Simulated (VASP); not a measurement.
An input for Ansatz (written as the equivalent of a VASP run, and not itself run):

Ansatz 0.2 input:
```yaml
crystal:
  lattice:
    - [1.6550000, -2.8665440, 0.0000000]
    - [1.6550000, 2.8665440, 0.0000000]
    - [0.0000000, 0.0000000, 5.2700000]
  atoms:
    - { symbol: Sc, position: [0.3333330, 0.6666670, 0.2500000] }
    - { symbol: Sc, position: [0.6666670, 0.3333330, 0.7500000] }
kpoints:
  mp_grid: { grid: [11, 11, 6] }
hamiltonian:
  xc: pbe
  pseudopotentials: { kind: paw }
scf:
  occupations: { method: methfessel_paxton, width: 0.1 }
  max_iter: 100
relax:
  max_steps: 60
  f_tol: 0.01
  cell: {}
output: { forces: true, stress: true, eigenvalues: true }
```

### Question
Write the VASP files for the same calculation (PBE).

### Answer
Several could match; the one computed here: 
**INCAR**
```
ALGO=Normal
EDIFF=1E-6
EDIFFG=-0.01
ENCUT=400
GGA=PE
IBRION=2
ISIF=3
ISMEAR=1
LASPH=.TRUE.
LCHARG=.FALSE.
LMAXMIX=4
LREAL=.FALSE.
LWAVE=.FALSE.
NELM=100
NSW=60
PREC=Accurate
SIGMA=0.1
SYSTEM=Sc
```

### KPOINTS
```
K-points
0
gamma
  11 11 6
```

File POSCAR:
```
Sc
1
    1.6550000000    -2.8665440000     0.0000000000
    1.6550000000     2.8665440000     0.0000000000
    0.0000000000     0.0000000000     5.2700000000
Sc
2
Direct
  0.3333330000   0.6666670000   0.2500000000
  0.6666670000   0.3333330000   0.7500000000
```

POTCAR, in this order: Sc_sv (PBE.64 set). Program: vasp_std.

The two are equivalent in intent, not identical: each code has its own PAW files, so the cut-off isn't converted (ENCUT is set for VASP's; basis.ecutwfc is left out, and Ansatz then takes the one that its files recommend); Ansatz stops its SCF on the density residual and VASP on the energy change (EDIFF).

The compound is Sc in the hcp structure. This run relaxes it. Symmetry was kept, so distortions that lower it aren't found.
